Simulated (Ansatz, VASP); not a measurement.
# Ni (Ni strained to the junction's net) in two plane-wave programs, part 2 of 2

One calculation is typed for both programs; each brings its own data sets. How far apart do they land? The structure shown is the end of the Ansatz relaxation below.

VASP 6.6.1 and Ansatz 0.2.0.

So far: Starting point; Ansatz: relaxation, PBE; VASP: single point, PBE.

## 3. VASP: single point, PBE (continued)

Level of this step: PBE, spin-polarised from a ferromagnetic start; plane waves and PAW (Ni) (VASP).

Numbers of over 12 decimals in the logs are rounded to 6 here.

OUTCAR, selected parts (step 3):

```text
ion  position               nearest neighbor table
   1  0.000  0.000  0.000-   2 2.49   3 2.49   3 2.49   2 2.49   3 2.49   2 2.49
   2  0.333  0.667  0.333-   1 2.49   1 2.49   1 2.49   3 2.49   3 2.49   3 2.49
   3  0.667  0.333  0.667-   1 2.49   1 2.49   1 2.49   2 2.49   2 2.49   2 2.49

  LATTYP: Found a hexagonal cell.
 ALAT       =     2.5240000000
 C/A-ratio  =     2.3965229915

 Subroutine GETGRP returns: Found 12 space group operations
 (whereof 12 operations were pure point group operations)

The static configuration has the point symmetry D_3d.

 Found    165 irreducible k-points:

   k-points           NKPTS =    165   k-points in BZ     NKDIM =    165   number of bands    NBANDS=     24

   dimension x,y,z NGX =    20 NGY =   20 NGZ =   48
   dimension x,y,z NGXF=    40 NGYF=   40 NGZF=   96

   ENCUT  =  600.0 eV  44.10 Ry    6.64 a.u.   5.04  5.04 12.08*2*pi/ulx,y,z

   NELECT =      30.0000    total number of electrons

 k-points in reciprocal lattice and weights: Automatic mesh
   0.00000000  0.00000000  0.00000000       0.001
   0.05555556  0.00000000  0.00000000       0.004
   0.11111111  0.00000000  0.00000000       0.004
   0.16666667  0.00000000  0.00000000       0.004
   0.22222222 -0.00000000  0.00000000       0.004
   0.27777778  0.00000000  0.00000000       0.004
   0.33333333 -0.00000000  0.00000000       0.004
   0.38888889 -0.00000000  0.00000000       0.004
   0.44444444 -0.00000000  0.00000000       0.004
[...]
-0.27777778 -0.38888889  0.40000000       0.007
   0.33333333  0.33333333  0.40000000       0.002

 average (electrostatic) potential at core
       1 -82.2770       2 -82.2770       3 -82.2770

 E-fermi :   9.0554

 spin component 1
 k-point     1 :       0.0000    0.0000    0.0000
  band No.  band energies     occupation
    ...
     14       7.8342      1.00000
     15       8.1244      0.99991
     16       8.1244      0.99991
     17       8.1244      0.99991
     18       8.1244      0.99991
     19      19.8568      0.00000
     20      19.8568      0.00000
     21      31.6183      0.00000
     22      31.6183      0.00000
     23      32.5502      0.00000
    ...

 k-point     2 :       0.0556    0.0000    0.0000
  band No.  band energies     occupation
    ...
     14       7.8378      0.99999
     15       8.0005      0.99997
     16       8.1645      0.99986
     17       8.2353      0.99973
     18       8.3760      0.99888
     19      19.9273      0.00000
     20      19.9294      0.00000
     21      29.9895      0.00000
     22      31.0541      0.00000
     23      31.4480      0.00000
    ...

 k-point     3 :       0.1111    0.0000    0.0000
  band No.  band energies     occupation
    ...
     14       7.8531      0.99999
     15       7.8697      0.99999
     16       8.3299      0.99929
     17       8.4342      0.99800
     18       8.7873      0.93586
     19      20.1362      0.00000
     20      20.1507      0.00000
     21      27.3277      0.00000
     22      29.7957      0.00000
     23      29.9930      0.00000
    ...

 k-point     4 :       0.1667    0.0000    0.0000
  band No.  band energies     occupation
    ...
     13       7.6986      1.00000
     14       7.7446      1.00000
     15       7.8932      0.99999
     16       8.4069      0.99848
     17       8.8000      0.92778
     18       9.2639      0.11050
     19      20.4812      0.00000
     20      20.5150      0.00000
     21      24.6916      0.00000
     22      28.2273      0.00000
    ...

 k-point     5 :       0.2222   -0.0000    0.0000
  band No.  band energies     occupation
    ...
     12       7.4892      1.00000
     13       7.6705      1.00000
     14       7.6938      1.00000
     15       7.9733      0.99998
     16       8.4668      0.99723
     17       9.2042      0.18409
     18       9.7850      0.00068
     19      20.8490      0.00000
     20      20.9594      0.00000
     21      22.3651      0.00000
    ...

 k-point     6 :       0.2778    0.0000    0.0000
  band No.  band energies     occupation
    ...
     12       7.7775      1.00000
     13       7.7816      1.00000
     14       7.8321      1.00000
     15       8.0963      0.99993
     16       8.5117      0.99566
     17       9.6368      0.00298
     18      10.3690      0.00000
     19      19.4138      0.00000
     20      21.5541      0.00000
     21      22.1424      0.00000
    ...

  Total       -1.1362312     -1.1362312     -0.0426029      0.0000000      0.0000000      0.0000000
  in kB      -54.5502837    -54.5502837     -2.0453590      0.0000000      0.0000000      0.0000000
  external PRESSURE =     -37.0486421 kB  Pullay stress =       0.0000000 kB

  energy-cutoff  :      600.00
  volume of cell :       33.37
      direct lattice vectors                 reciprocal lattice vectors
     2.524000000  0.000000000  0.000000000     0.396196513  0.228744164  0.000000000
    -1.262000000  2.185848119  0.000000000     0.000000000  0.457488327  0.000000000
     0.000000000  0.000000000  6.048824030     0.000000000  0.000000000  0.165321391

 POSITION                                       TOTAL-FORCE (eV/Angst)
 -----------------------------------------------------------------------------------
      0.00000      0.00000      0.00000        -0.000000     -0.000000     -0.000000
     -0.00000      1.45723      2.01627         0.000000      0.000000      0.000000
      1.26200      0.72862      4.03255         0.000000     -0.000000     -0.000000
 -----------------------------------------------------------------------------------
    total drift:                               -0.000000      0.000000      0.000000

  FREE ENERGIE OF THE ION-ELECTRON SYSTEM (eV)
  ---------------------------------------------------
  free  energy   TOTEN  =       -16.4788357261 eV

  energy  without entropy=      -16.3140071104  energy(sigma->0) =      -16.39642142

 total charge
# of ion       s       p       d       tot
------------------------------------------
    1        0.488   0.478   8.306   9.272
    2        0.488   0.478   8.306   9.272
    3        0.488   0.478   8.306   9.272
--------------------------------------------------
tot          1.465   1.434  24.918  27.817

 magnetization (x)
# of ion       s       p       d       tot
------------------------------------------
    1       -0.006  -0.024   0.660   0.630
    2       -0.006  -0.024   0.660   0.630
    3       -0.006  -0.024   0.660   0.630
--------------------------------------------------
tot         -0.019  -0.072   1.981   1.890

[... 6 further parts left out ...]
```

The magnetic state follows from one typed start and may not be the lowest.

## 4. Comparison

Known differences besides the potentials themselves: VASP starts from the moments at which Ansatz ended; the data sets hold 54 valence electrons in Ansatz (on its default PAW (the set named soft_2) files) and 30 in VASP; the cutoff is 420 eV in Ansatz and 600 eV in VASP; Ansatz's pressure holds a Pulay correction, VASP's none; site moments are counted in spheres of each program's own size. Total energies have different zeros and are not compared.

Both answers:

```csv
quantity,Ansatz,VASP,difference
pressure (GPa),-3.57,-3.70,+0.13
total moment (μB),1.89,1.85,+0.04
moment on Ni1 (μB),0.67,0.63,+0.04
moment on Ni2 (μB),0.67,0.63,+0.04
moment on Ni3 (μB),0.67,0.63,+0.04
```

## 5. Summary of results

* difference in total moment (single point, PBE): 0.040 μB

In words: The difference in total moment is 0.040 μB (single point, PBE). The data sets hold unlike numbers of valence electrons (54 in Ansatz and 30 in VASP), so part of the differences comes from the potentials. How closely two codes agree says nothing of how well the functional describes the real material.

[Lines on the potential files, build, host, timing and source positions are cut from VASP's logs without a mark.]

[Logs are printed without paths, hosts, clocks, repeated set-up lines and the standing remarks that a program may print on its own settings, such as how far it seeks lower states.]

[Hosts, paths, dates, database ids (printed as entryN), source tags and the programs' standing remarks are cut or masked in the printed files.]
